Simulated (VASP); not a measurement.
These are PBEsol GGA, VASP's PBE PAW potentials (set 64) (plane waves; VASP) values and carry that method's errors.

VASP ran on this input.

### INCAR
```
SYSTEM=CoSi2
PREC=Accurate; ENCUT=400; LREAL=F
LASPH=T; ICHARG=11
EDIFF=1E-7; NELM=100; ALGO=Normal
LMAXMIX=4
ISMEAR=0; SIGMA=0.05
GGA=PS
LWAVE=F; LCHARG=F; LORBIT=11
```

KPOINTS:
```
k-points along high-symmetry lines
10
Line-mode
Reciprocal
  0.000000   0.000000   0.000000 ! GAMMA
  0.500000   0.000000   0.000000 ! M

  0.500000   0.000000   0.000000 ! M
  0.333333   0.333333   0.000000 ! K

  0.333333   0.333333   0.000000 ! K
  0.000000   0.000000   0.000000 ! GAMMA

  0.000000   0.000000   0.000000 ! GAMMA
  0.000000   0.000000   0.500000 ! A

  0.000000   0.000000   0.500000 ! A
  0.500000   0.000000   0.500000 ! L

  0.500000   0.000000   0.500000 ! L
  0.333333   0.333333   0.500000 ! H

  0.333333   0.333333   0.500000 ! H
  0.000000   0.000000   0.500000 ! A

  0.500000   0.000000   0.500000 ! L
  0.500000   0.000000   0.000000 ! M

  0.333333   0.333333   0.500000 ! H
  0.333333   0.333333   0.000000 ! K
```

**POSCAR**
```
CoSi2
1
    4.1193556832    -0.0000000375    -0.0000000000
   -2.0596773928     3.5674666285     0.0000000000
    0.0000000000    -0.0000000000     2.4758646874
Co Si
1 2
Direct
  1.0000000000   1.0000000000   0.0000000000
  0.3333330000   0.6666670000   0.5000000000
  0.6666670000   0.3333330000   0.5000000000
```

POTCAR, in this order: Co Si (PBE.64 set). Program: vasp_std. Read from the step before: CHGCAR.

Output of the run:

**OUTCAR**
```
 ion  position               nearest neighbor table
   1  0.000  0.000  0.000-   2 2.68   3 2.68   2 2.68   3 2.68   2 2.68   2 2.68   3 2.68   3 2.68
                             3 2.68   3 2.68   2 2.68   2 2.68
   2  0.333  0.667  0.500-   3 2.38   3 2.38   3 2.38   1 2.68   1 2.68   1 2.68   1 2.68   1 2.68
                             1 2.68
   3  0.667  0.333  0.500-   2 2.38   2 2.38   2 2.38   1 2.68   1 2.68   1 2.68   1 2.68   1 2.68
                             1 2.68
  LATTYP: Found a hexagonal cell.
 ALAT       =     4.1193556832
 C/A-ratio  =     0.6010320249
 Subroutine PRICEL returns:
 Original cell was already a primitive cell.
 Subroutine GETGRP returns: Found 24 space group operations
The static configuration has the point symmetry D_6h.
The dynamic configuration has the point symmetry D_6h.
 Subroutine INISYM returns: Found 24 space group operations
   k-points           NKPTS =     90   k-points in BZ     NKDIM =     90   number of bands    NBANDS=     12
   number of dos      NEDOS =    301   number of ions     NIONS =      3
   total plane-waves  NPLWV =  12544
   dimension x,y,z NGX =    28 NGY =   28 NGZ =   16
   dimension x,y,z NGXF=    56 NGYF=   56 NGZF=   32
   ions per type =               1   2
   PREC   = accura    normal or accurate (medium, high low for compatibility)
   ISTART =      0    job   : 0-new  1-cont  2-samecut
   ICHARG =     11    charge: 1-file 2-atom 10-const
...
```

File OSZICAR:
```
       N       E                     dE             d eps       ncg     rms          rms(c)
DAV:   1     0.536613814724E+02    0.53661E+02   -0.59881E+03  2208   0.110E+03
DAV:   2    -0.160189038805E+02   -0.69680E+02   -0.65141E+02  2216   0.228E+02
DAV:   3    -0.189178622043E+02   -0.28990E+01   -0.26159E+01  2736   0.505E+01
DAV:   4    -0.189779309545E+02   -0.60069E-01   -0.59785E-01  2556   0.690E+00
DAV:   5    -0.189796374203E+02   -0.17065E-02   -0.17048E-02  2748   0.121E+00
DAV:   6    -0.189797169863E+02   -0.79566E-04   -0.79556E-04  2996   0.233E-01
DAV:   7    -0.189797188445E+02   -0.18582E-05   -0.18584E-05  2840   0.284E-02
DAV:   8    -0.189797188988E+02   -0.54304E-07   -0.54233E-07  2072   0.409E-03
   1 F= -.18979719E+02 E0= -.18979017E+02  d E =-.140435E-02
```

### OUTCAR
```
 val. band max:       11.2728215049   @ k =   0.1111   0.1111   0.5000

 cond. band min:      11.2938881626   @ k =   0.1852   0.1852   0.5000



 k-point     1 :       0.0000    0.0000    0.0000
  band No.  band energies     occupation
      1      -3.0648      2.00000
      2       5.7689      2.00000
      3       5.7690      2.00000
      4       7.0431      2.00000
      5       8.2088      2.00000
      6       9.6091      2.00000
      7       9.6092      2.00000
      8      10.8847      2.00000
      9      10.8847      2.00000
     10      11.8563      0.00000
     11      11.8563      0.00000
     12      14.9723      0.00000

 k-point     2 :       0.0556    0.0000    0.0000
  band No.  band energies     occupation
      1      -3.0309      2.00000
      2       5.3716      2.00000
      3       5.7509      2.00000
      4       7.4336      2.00000
      5       8.1500      2.00000
      6       9.5297      2.00000
      7       9.5887      2.00000
      8      10.8815      2.00000
      9      10.8840      2.00000
     10      11.9538      0.00000
     11      11.9655      0.00000
     12      15.1285      0.00000

 k-point     3 :       0.1111    0.0000    0.0000
  band No.  band energies     occupation
      1      -2.9297      2.00000
      2       4.6644      2.00000
      3       5.7002      2.00000
      4       7.8635      2.00000
      5       8.2126      2.00000
      6       9.3977      2.00000
      7       9.5382      2.00000
      8      10.8723      2.00000
      9      10.8820      2.00000
     10      12.2107      0.00000
     11      12.2329      0.00000
     12      15.5887      0.00000

 k-point     4 :       0.1667    0.0000    0.0000
  band No.  band energies     occupation
      1      -2.7620      2.00000
      2       3.9117      2.00000
      3       5.6253      2.00000
      4       7.5894      2.00000
      5       8.7934      2.00000
      6       9.4229      2.00000
      7       9.4765      2.00000
...
```

The density is held fixed in this step, so its total energy and stress have no physical meaning.

The structure was generated: CoSi2 was put into the AlB2 type (P6/mmm), which need not be its known phase. It was relaxed first, which changed the volume by -51 %. The run is not spin-polarised, so no magnetic state was tried. The electron count is odd and the run is not spin-polarised, which forces a metal.
